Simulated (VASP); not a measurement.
Output of a VASP run:

OSZICAR:
```
       N       E                     dE             d eps       ncg     rms          rms(c)
DAV:   1     0.102190743419E+03    0.10219E+03   -0.12885E+04  3112   0.237E+03
DAV:   2     0.576874906233E+01   -0.96422E+02   -0.95025E+02  3128   0.303E+02
DAV:   3     0.301724861378E+01   -0.27515E+01   -0.27477E+01  3776   0.628E+01
DAV:   4     0.300913252518E+01   -0.81161E-02   -0.81157E-02  3704   0.346E+00
DAV:   5     0.300912073769E+01   -0.11787E-04   -0.11787E-04  3696   0.109E-01    0.416E+00
DAV:   6     0.321956061370E+01    0.21044E+00   -0.10211E+00  3120   0.226E+01    0.302E+00
DAV:   7     0.323020141343E+01    0.10641E-01   -0.31909E-02  3840   0.331E+00    0.156E+00
DAV:   8     0.323510619233E+01    0.49048E-02   -0.21979E-03  4000   0.740E-01    0.472E-02
DAV:   9     0.323508117668E+01   -0.25016E-04   -0.28131E-04  4304   0.241E-01    0.338E-02
DAV:  10     0.323507408098E+01   -0.70957E-05   -0.25511E-05  3440   0.640E-02    0.350E-03
DAV:  11     0.323507431567E+01    0.23469E-06   -0.17228E-07  2240   0.786E-03
   1 F= 0.32350743E+01 E0= 0.32349730E+01  d E =0.323507E+01
```

OUTCAR:
```
------------------------ aborting loop because EDIFF is reached ----------------------------------------
  FORCE on cell =-STRESS in cart. coord.  units (eV):
  Direction    XX          YY          ZZ          XY          YZ          ZX
  --------------------------------------------------------------------------------------
  Total        0.0134969      0.0134969      0.0135779      0.0000000     -0.0000000      0.0000000
  in kB        0.7316360      0.7316363      0.7360303      0.0000000     -0.0000000      0.0000000
  external PRESSURE =       0.7331008 kB  Pullay stress =       0.0000000 kB
  volume of cell :       29.56
      direct lattice vectors                 reciprocal lattice vectors
     1.328264240 -2.300621574  0.000000000     0.376431123 -0.217332570  0.000000000
     1.328264240  2.300621574  0.000000000     0.376431123  0.217332570  0.000000000
     0.000000000  0.000000000  4.836025010     0.000000000  0.000000000  0.206781395
 POSITION                                       TOTAL-FORCE (eV/Angst)
 -----------------------------------------------------------------------------------
      1.32826      0.76688      1.20901        -0.000000      0.000000      0.000000
      1.32826     -0.76688      3.62702         0.000000     -0.000000      0.000000
 -----------------------------------------------------------------------------------
    total drift:                               -0.000000      0.000073      0.000003
  FREE ENERGIE OF THE ION-ELECTRON SYSTEM (eV)
  ---------------------------------------------------
  free  energy   TOTEN  =         3.2350743157 eV

  energy  without entropy=        3.2347703708  energy(sigma->0) =        3.23497300

 reached required accuracy - stopping structural energy minimisation
```
(Selected blocks of OUTCAR.)

File POSCAR:
```
Zn
1
    1.3282642403    -2.3006215743    -0.0000000000
    1.3282642403     2.3006215743    -0.0000000000
    0.0000000000    -0.0000000000     4.8360250096
Zn
2
Direct
  0.3333330000   0.6666670000   0.2500000000
  0.6666670000   0.3333330000   0.7500000000
```

Problem. Write an INCAR and KPOINTS that could have produced this output.

Solution. One answer among several that fit: the input of the run itself, rev-vdW-DF2, plane waves, VASP's PBE PAW potentials (set 64).

**KPOINTS**
```
Automatic
0
G
  14 14 7
0 0 0
```

### INCAR
```
NSW=60   ! most ionic steps
ISMEAR=1
AGGAC=0.0
IBRION=2   ! conjugate gradients
LMAXMIX=4
EDIFF=1E-6
ISIF=3   ! ions, shape and volume
PARAM2=0.7114
ENCUT=520
EDIFFG=-0.01
LREAL=.FALSE.   ! projection in real space or not
SIGMA=0.1   ! width (eV)
ZAB_VDW=-1.8867
LWAVE=.FALSE.
PARAM1=0.1234568
ALGO=Normal
NELM=100   ! most electronic steps
GGA=MK
SYSTEM=Zn
LUSE_VDW=.TRUE.
LCHARG=.FALSE.
PREC=Accurate
LASPH=.TRUE.
```

POTCAR, in this order: Zn (PBE.64 set). Program: vasp_std.

The compound is Zn in the hcp structure. It was relaxed first. The start is the result of an earlier pass.
